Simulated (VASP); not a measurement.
# BaB (Pm-3m) in VASP: equation of state

How stiff is BaB in PBE, and what volume does it want? The cell is scaled to several volumes.

Program: VASP 6.6.1. These are calculated values, not measurements. Logs are shortened: lines on timing, memory, paths and dates and some standing lists are left out, and cuts for length are marked.

## Step 1: The crystal as given

The structure is cubic, space group Pm-3m (No. 221). The conventional cell has a = 3.686 Å, b = 3.686 Å, c = 3.686 Å, α = 90.00°, β = 90.00°, γ = 90.00°. Ba (site symmetry m-3m) has 8 B at 3.19 Å as nearest neighbours. Around B (site symmetry m-3m) lie 8 Ba at 3.19 Å.

The cell was built by a generator and needn't be a form met in nature.

## Step 2: Equation of state, PBE, 23.53 Å³/atom (volume scaled by 0.94)

INCAR

```
SYSTEM = BaB
PREC = Accurate ; ENCUT = 520
EDIFF = 1E-7 ; ISMEAR = -1
SIGMA = 0.05 ; LREAL = .FALSE.
LASPH = .TRUE. ; NELM = 80
ALGO = Normal ; ISIF = 2
LWAVE = .FALSE. ; LCHARG = .FALSE.
GGA = PE ; NBANDS = 14
```

KPOINTS

```
regular mesh
0
G
  7 7 7
  0 0 0
```

POSCAR

```
BaB
1.0
    3.6104899085      0.0000000000      0.0000000000
    0.0000000000      3.6104899085      0.0000000000
    0.0000000000      0.0000000000      3.6104899085
Ba B
1 1
Direct
    0.0000000000      0.0000000000      0.0000000000
    0.5000000000      0.5000000000      0.5000000000
```

Potentials or basis: VASP PAW PBE potentials, release 64 (Ba_sv, B).

Started as:

```console
> cat potpaw_PBE.64/Ba_sv/POTCAR potpaw_PBE.64/B/POTCAR > POTCAR
> mpirun -np 1 vasp_std > vasp.out
```

OUTCAR:

```text
SYSTEM = BaB
   PREC = Accurate
   ENCUT = 520
   EDIFF = 1E-7
   ISMEAR = -1
   LREAL = .FALSE.
   LASPH = .TRUE.
   NELM = 80
   ISIF = 2
   GGA = PE

 Found     20 irreducible k-points:

 Following reciprocal coordinates:
            Coordinates               Weight
  0.000000  0.000000  0.000000      1.000000
  0.142857  0.000000  0.000000      6.000000
  0.285714  0.000000  0.000000      6.000000
  0.428571  0.000000  0.000000      6.000000
  0.142857  0.142857  0.000000     12.000000
  0.285714  0.142857  0.000000     24.000000
   k-points           NKPTS =     20   k-points in BZ     NKDIM =     20   number of bands    NBANDS=     14
   number of dos      NEDOS =    301   number of ions     NIONS =      2
   total plane-waves  NPLWV =  21952
   dimension x,y,z NGX =    28 NGY =   28 NGZ =   28
   dimension x,y,z NGXF=    56 NGYF=   56 NGZF=   56
   ions per type =               1   1
   NGX,Y,Z   is equivalent  to a cutoff of  12.89, 12.89, 12.89 a.u.
   NGXF,Y,Z  is equivalent  to a cutoff of  25.79, 25.79, 25.79 a.u.
 SYSTEM =  BaB
   PREC   = accura    normal or accurate (medium, high low for compatibility)
   ISTART =      0    job   : 0-new  1-cont  2-samecut
   ICHARG =      2    charge: 1-file 2-atom 10-const
   ISPIN  =      1    spin polarized calculation?
   LNONCOLLINEAR =      F non collinear calculations
   LSORBIT =      F    spin-orbit coupling
   LASPH  =      T    aspherical Exc in radial PAW
   ENCUT  =  520.0 eV  38.22 Ry    6.18 a.u.   6.71  6.71  6.71*2*pi/ulx,y,z
   NELM   =     80;   NELMIN=  2; NELMDL= -5     # of ELM steps
   EDIFF  = 0.1E-06   stopping-criterion for ELM
   LREAL  =      F    real-space projection
   EDIFFG = 0.1E-05   stopping-criterion for IOM
   NSW    =      0    number of steps for IOM
   IBRION =     -1    ionic relax: 0-MD 1-quasi-New 2-CG
   NFREE  =      0    steps in history (QN), initial steepest desc. (CG)
   ISIF   =      2    stress and relaxation
   ISYM   =      2    0-nonsym 1-usesym 2-fastsym
   POTIM  = 0.5000    time-step for ionic-motion
   TEBEG  =    0.0;   TEEND  =   0.0 temperature during run
   PSTRESS=    0.0 pullay stress
   NELECT =      13.0000    total number of electrons
   NUPDOWN=      -1.0000    fix difference up-down
   EMIN   =  10.00;   EMAX   =-10.00  energy-range for DOS
   EFERMI =   0.00;   METHOD = LEGACY
   ISMEAR =    -1;   SIGMA  =   0.05  broadening in eV -4-tet -1-fermi 0-gaus
   EFERMI_NEDOS =   21; number of points for ismear=-14 and -15
   IALGO  =     38    algorithm
   IMIX   =      4    mixing-type and parameters
     AMIX     =   0.40;   BMIX     =  1.00
     AMIX_MAG =   1.60;   BMIX_MAG =  1.00
  volume/ion in A,a.u.               =      23.53       158.81
  Fermi-wavevector in a.u.,A,eV,Ry     =   1.066162  2.014754 15.465758  1.136701
  Thomas-Fermi vector in A             =   2.201737
   LORBIT       =      0    0 simple, 1 ext, 2 COOP (PROOUT), +10 PAW based schemes
   GGA     = PE    functional components
   LHFCALC =     F    Hartree Fock is set to
   AEXX    =    0.0000 exact exchange contribution
   IVDW    =     0    specifies the selected vdW correction
   LEPSILON=     F    determine dielectric tensor
   LRPA    =     F    only Hartree local field effects (RPA)
 non-spin polarized calculation
  energy-cutoff  :      520.00
  volume of cell :       47.07
 maximum number of plane-waves:      1309
 NGX is ok and might be reduce to    28
   NGX = 13   NGY = 13   NGZ = 13

 number of electron      13.0000002 magnetization

 Free energy of the ion-electron system (eV)
  ---------------------------------------------------
  ext. energy  EPLUGINS =         0.00000000
  ---------------------------------------------------
  free energy    TOTEN  =        -6.42980369 eV

  energy without entropy =       -6.42244534  energy(sigma->0) =       -6.42612452

 E-fermi :   3.2342     XC(G=0):  -9.6730

 val. band max:        3.1088503935   @ k =   0.4286   0.4286   0.0000
 cond. band min:       3.2701529207   @ k =   0.2857   0.2857   0.1429
 fundamental gap:      0.1613025273
 Fermi energy:         3.2342175680

 k-point     1 :       0.0000    0.0000    0.0000
  band No.  band energies     occupation
      1     -24.4058      2.00000
      2      -8.9572      2.00000
      3      -8.9572      2.00000
      4      -8.9572      2.00000
      5      -3.4377      2.00000
      6       3.8476      0.00001
      7       3.8476      0.00001
      8       5.3288      0.00000
      9       5.3288      0.00000
     10       5.3288      0.00000
     11      10.3281      0.00000
     12      10.3281      0.00000
     13      10.3281      0.00000
     14      10.4469      0.00000

 k-point     2 :       0.1429    0.0000    0.0000
  band No.  band energies     occupation
      1     -24.3739      2.00000
      2      -9.3494      2.00000
      3      -8.9214      2.00000
      4      -8.9214      2.00000
      5      -3.0683      2.00000
      6       3.5966      0.00142
      7       4.0012      0.00000
      8       5.0314      0.00000
      9       5.0314      0.00000
     10       5.6420      0.00000
     11      10.4076      0.00000
     12      10.4076      0.00000
     13      10.4330      0.00000
     14      11.0030      0.00000

 k-point     3 :       0.2857    0.0000    0.0000
  band No.  band energies     occupation
      1     -24.3006      2.00000
      2     -10.0927      2.00000
      3      -8.8391      2.00000
      4      -8.8391      2.00000
      5      -2.2518      2.00000
      6       2.3926      2.00000
      7       4.4028      0.00000
      8       4.4128      0.00000
      9       4.4128      0.00000
     10       7.4959      0.00000
     11      10.6906      0.00000
     12      10.7287      0.00000
     13      10.7287      0.00000
     14      11.8117      0.00000

 k-point     4 :       0.4286    0.0000    0.0000
  band No.  band energies     occupation
      1     -24.2403      2.00000
      2     -10.6010      2.00000
      3      -8.7710      2.00000
      4      -8.7710      2.00000
      5      -1.4049      2.00000
      6       1.1962      2.00000
      7       3.9586      0.00000
      8       3.9586      0.00000
      9       4.8131      0.00000
     10       9.8459      0.00000
     11      10.5072      0.00000
     12      10.9254      0.00000
     13      11.1581      0.00000
     14      11.1581      0.00000

 k-point     5 :       0.1429    0.1429    0.0000
  band No.  band energies     occupation
      1     -24.3423      2.00000
      2      -9.3608      2.00000
      3      -9.2419      2.00000
      4      -8.8869      2.00000
      5      -2.7588      2.00000
      6       3.4717      0.01716
      7       3.8778      0.00001
      8       4.8797      0.00000
      9       4.9191      0.00000
     10       6.1764      0.00000
     11       9.5904      0.00000
     12       9.8430      0.00000
     13      11.1987      0.00000
     14      11.8185      0.00000

 k-point     6 :       0.2857    0.1429    0.0000
  band No.  band energies     occupation
      1     -24.2698      2.00000
      2     -10.0346      2.00000
      3      -9.1869      2.00000
      4      -8.8074      2.00000
      5      -2.1166      2.00000
      6       2.3946      2.00000
      7       3.9012      0.00000
      8       4.4828      0.00000
      9       5.1534      0.00000
     10       7.7131      0.00000
     11       9.3539      0.00000
     12       9.7321      0.00000
     13      11.3024      0.00000
     14      12.5543      0.00000

 [... further k-points ...]

------------------------ aborting loop because EDIFF is reached ----------------------------------------

  FORCE on cell =-STRESS in cart. coord.  units (eV):
  Direction    XX          YY          ZZ          XY          YZ          ZX
  --------------------------------------------------------------------------------------
  -------------------------------------------------------------------------------------
  Total        1.0460319      1.0460319      1.0460319     -0.0000000      0.0000000      0.0000000
  in kB       35.6087802     35.6087802     35.6087802     -0.0000000      0.0000000      0.0000000
  external PRESSURE =      35.6087802 kB  Pullay stress =       0.0000000 kB

 VOLUME and BASIS-vectors are now :
 -----------------------------------------------------------------------------
  energy-cutoff  :      520.00
  volume of cell :       47.07
      direct lattice vectors                 reciprocal lattice vectors
     3.610489908  0.000000000  0.000000000     0.276970723  0.000000000  0.000000000
     0.000000000  3.610489908  0.000000000     0.000000000  0.276970723  0.000000000
     0.000000000  0.000000000  3.610489908     0.000000000  0.000000000  0.276970723

 POSITION                                       TOTAL-FORCE (eV/Angst)
 -----------------------------------------------------------------------------------
      0.00000      0.00000      0.00000         0.000000      0.000000      0.000000
      1.80524      1.80524      1.80524         0.000000      0.000000      0.000000
 -----------------------------------------------------------------------------------
    total drift:                                0.000000      0.000000      0.000000

  FREE ENERGIE OF THE ION-ELECTRON SYSTEM (eV)
  ---------------------------------------------------
  free  energy   TOTEN  =        -6.4298036917 eV

  energy  without entropy=       -6.4224453434  energy(sigma->0) =       -6.42612452
```

Wall time 9 s (1 thread of Intel Xeon 6975P-C (Granite Rapids), shared host); peak memory 0.16 GiB.

What came out:

```
Free energy            : -6.4298 eV
Pressure               : 3.6 GPa
Band gap on the k mesh : none (metal or under the smearing width)
```

## Step 3: Equation of state, PBE, 24.03 Å³/atom (volume scaled by 0.96)

INCAR

```
SYSTEM = BaB
PREC = Accurate
ENCUT = 520
EDIFF = 1E-7
ISMEAR = -1
SIGMA = 0.05
LREAL = .False.
LASPH = .True.
NELM = 80
ALGO = Normal
ISIF = 2
LWAVE = .False.
LCHARG = .False.
GGA = PE
NBANDS = 14
```

KPOINTS

```
Automatic mesh
0
Gamma
  7 7 7
  0 0 0
```

POSCAR

```
BaB
1.0
    3.6359167315      0.0000000000      0.0000000000
    0.0000000000      3.6359167315      0.0000000000
    0.0000000000      0.0000000000      3.6359167315
Ba B
1 1
Direct
    0.0000000000      0.0000000000      0.0000000000
    0.5000000000      0.5000000000      0.5000000000
```

Potentials or basis: VASP PAW PBE potentials, release 64 (Ba_sv, B).

Started as:

```console
> cat potpaw_PBE.64/Ba_sv/POTCAR potpaw_PBE.64/B/POTCAR > POTCAR
> mpirun -np 1 vasp_std > vasp.out
```

Run time: 6.8 s. Hardware: 1 thread of Intel Xeon 6975P-C (Granite Rapids), shared host; peak memory 0.16 GiB.

The run converged. Its results:

```yaml
Free_energy: -6.4489 eV
Pressure: 2.5 GPa
Band_gap_on_the_k_mesh: none (metal or under the smearing width)
```

## Step 4: Equation of state, PBE, 24.53 Å³/atom (volume scaled by 0.98)

INCAR

```
ALGO = Normal
EDIFF = 1E-7
ENCUT = 520
GGA = PE
ISIF = 2
ISMEAR = -1
LASPH = True
LCHARG = False
LREAL = False
LWAVE = False
NBANDS = 14
NELM = 60
PREC = Accurate
SIGMA = 0.05
```

KPOINTS

```
k-points
0
Gamma
  7 7 7
```

POSCAR

```
BaB
1.0
    3.6609928117      0.0000000000      0.0000000000
    0.0000000000      3.6609928117      0.0000000000
    0.0000000000      0.0000000000      3.6609928117
Ba B
1 1
Direct
    0.0000000000      0.0000000000      0.0000000000
    0.5000000000      0.5000000000      0.5000000000
```

Started as:

```console
> cat potpaw_PBE.64/Ba_sv/POTCAR potpaw_PBE.64/B/POTCAR > POTCAR
> mpirun -np 1 vasp_std > vasp.out
```

Run time: 6.7 s. Hardware: 1 thread of Intel Xeon 6975P-C (Granite Rapids), shared host; peak memory 0.16 GiB.

It converged, with:

```
Free energy            : -6.4619 eV
Pressure               : 1.6 GPa
Band gap on the k mesh : none (metal or under the smearing width)
```

## Step 5: Equation of state, PBE, 25.54 Å³/atom (volume scaled by 1.02)

INCAR

```
SYSTEM = BaB
PREC = Accurate
ENCUT = 520
EDIFF = 1E-7
ISMEAR = -1
SIGMA = 0.05
LREAL = .FALSE.
LASPH = .TRUE.
NELM = 100
ALGO = Normal
ISIF = 2
LWAVE = .FALSE.
LCHARG = .FALSE.
GGA = PE
NBANDS = 14
```

KPOINTS

```
regular mesh
0
G
  7 7 7
  0 0 0
```

POSCAR

```
BaB
1.0
    3.7101395193      0.0000000000      0.0000000000
    0.0000000000      3.7101395193      0.0000000000
    0.0000000000      0.0000000000      3.7101395193
Ba B
1 1
Direct
    0.0000000000      0.0000000000      0.0000000000
    0.5000000000      0.5000000000      0.5000000000
```

Started as:

```console
> cat potpaw_PBE.64/Ba_sv/POTCAR potpaw_PBE.64/B/POTCAR > POTCAR
> mpirun -np 1 vasp_std > vasp.out
```

Wall time 6.3 s (1 thread of Intel Xeon 6975P-C (Granite Rapids), shared host); peak memory 0.16 GiB.

Results (log left out):

```
Free energy            : -6.4721 eV
Pressure               : 0.1 GPa
Band gap on the k mesh : none (metal or under the smearing width)
```

## Step 6: Equation of state, PBE, 26.04 Å³/atom (volume scaled by 1.04)

INCAR

```
SYSTEM = BaB
PREC     = Accurate       ! precision mode
ENCUT    = 520            ! plane-wave cutoff, eV
EDIFF    = 1E-7           ! SCF threshold, eV
ISMEAR   = -1             ! smearing method
SIGMA    = 0.05           ! smearing width, eV
LREAL    = .FALSE.        ! projectors in reciprocal space
LASPH    = .TRUE.         ! aspherical terms in the spheres
NELM     = 100            ! most SCF steps
ALGO     = Normal         ! electronic algorithm
ISIF     = 2              ! what is computed and relaxed
LWAVE    = .FALSE.        ! write WAVECAR
LCHARG   = .FALSE.        ! write CHGCAR
GGA      = PE             ! functional
NBANDS   = 14             ! bands
```

KPOINTS

```
Automatic mesh
0
G
  7 7 7
  0 0 0
```

POSCAR

```
BaB
1.0
    3.7342320094      0.0000000000      0.0000000000
    0.0000000000      3.7342320094      0.0000000000
    0.0000000000      0.0000000000      3.7342320094
Ba B
1 1
Direct
    0.0000000000      0.0000000000      0.0000000000
    0.5000000000      0.5000000000      0.5000000000
```

Potentials or basis: VASP PAW PBE potentials, release 64 (Ba_sv, B).

Started as:

```console
> cat potpaw_PBE.64/Ba_sv/POTCAR potpaw_PBE.64/B/POTCAR > POTCAR
> mpirun -np 1 vasp_std > vasp.out
```

Run time: 6.7 s. Hardware: 1 thread of Intel Xeon 6975P-C (Granite Rapids), shared host; peak memory 0.16 GiB.

The run converged. Its results:

```
Free energy            : -6.4704 eV
Pressure               : -0.6 GPa
Band gap on the k mesh : none (metal or under the smearing width)
```

## Step 7: Equation of state, PBE, 26.54 Å³/atom (volume scaled by 1.06)

INCAR

```
PREC = Accurate ; ENCUT = 520
EDIFF = 1E-7 ; ISMEAR = -1
SIGMA = 0.05 ; LREAL = False
LASPH = True ; NELM = 80
ALGO = Normal ; ISIF = 2
LWAVE = False ; LCHARG = False
GGA = PE ; NBANDS = 14
```

KPOINTS

```
Automatic mesh
0
Gamma
  7 7 7
```

POSCAR

```
BaB
1.0
    3.7580175680      0.0000000000      0.0000000000
    0.0000000000      3.7580175680      0.0000000000
    0.0000000000      0.0000000000      3.7580175680
Ba B
1 1
Direct
    0.0000000000      0.0000000000      0.0000000000
    0.5000000000      0.5000000000      0.5000000000
```

Started as:

```console
> cat potpaw_PBE.64/Ba_sv/POTCAR potpaw_PBE.64/B/POTCAR > POTCAR
> mpirun -np 1 vasp_std > vasp.out
```

It took 6.6 s on 1 thread of Intel Xeon 6975P-C (Granite Rapids), shared host; peak memory 0.16 GiB.

Results (log left out):

| Item | Value |
| --- | --- |
| Free energy | -6.4647 eV |
| Pressure | -1.2 GPa |
| Band gap on the k mesh | none (metal or under the smearing width) |

## Step 8: Equation of state, PBE

This step only gathers the single runs of the series.

Results:

- Equilibrium volume: 25.58 Å³/atom
- Bulk modulus: 36 GPa
- Pressure derivative of the bulk modulus: 4.4

Energy against volume, from the lowest point:
| volume (Å³/atom) | energy (meV/atom) |
| --- | --- |
| 23.533 | 21.16 |
| 24.033 | 11.63 |
| 24.534 | 5.12 |
| 25.035 | 1.34 |
| 25.535 | 0.00 |
| 26.036 | 0.86 |
| 26.537 | 3.70 |

The run has no spin-orbit coupling, so splittings on Ba are missing.
